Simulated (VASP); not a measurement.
OSZICAR of a VASP run on GaSb (zinc blende):

### OSZICAR
```
       N       E                     dE             d eps       ncg     rms          rms(c)
DAV:   1     0.158577280228E+02    0.15858E+02   -0.27358E+03   464   0.670E+02
DAV:   2    -0.692852620808E+01   -0.22786E+02   -0.22212E+02   640   0.864E+01
DAV:   3    -0.742843005722E+01   -0.49990E+00   -0.49984E+00   656   0.160E+01
DAV:   4    -0.743020216312E+01   -0.17721E-02   -0.17721E-02   624   0.107E+00
DAV:   5    -0.743021090716E+01   -0.87440E-05   -0.87436E-05   616   0.652E-02    0.350E+00
RMM:   6    -0.739011151574E+01    0.40099E-01   -0.20657E-02   464   0.104E+00    0.212E+00
RMM:   7    -0.737328089447E+01    0.16831E-01   -0.45065E-02   480   0.163E+00    0.186E-01
RMM:   8    -0.737408325332E+01   -0.80236E-03   -0.40659E-03   467   0.560E-01    0.577E-02
RMM:   9    -0.737440132222E+01   -0.31807E-03   -0.90071E-04   464   0.260E-01    0.288E-02
RMM:  10    -0.737443645083E+01   -0.35129E-04   -0.19461E-04   484   0.118E-01    0.117E-02
RMM:  11    -0.737443867250E+01   -0.22217E-05   -0.25393E-05   365   0.431E-02
   1 F= -.73744387E+01 E0= -.73743633E+01  d E =-.737444E+01
```

**Question.** Which electronic solver shows in the log?

**Answer.** It is blocked Davidson (ALGO = Normal, or the opening steps of other solvers) and then RMM-DIIS (ALGO = Fast or VeryFast). The INCAR had ALGO = Fast.

**Question.** Can the final energy be trusted as converged?

**Answer.** Self-consistency was reached. It stopped with EDIFF = 1E-5, NELM = 100, NSW = 20 and EDIFFG = -0.03 after 1 ionic step (PBE GGA, plane waves, VASP's PBE PAW potentials (set 64)).

The compound is GaSb in the zinc blende structure. It was relaxed first, which changed the volume by +6 %.
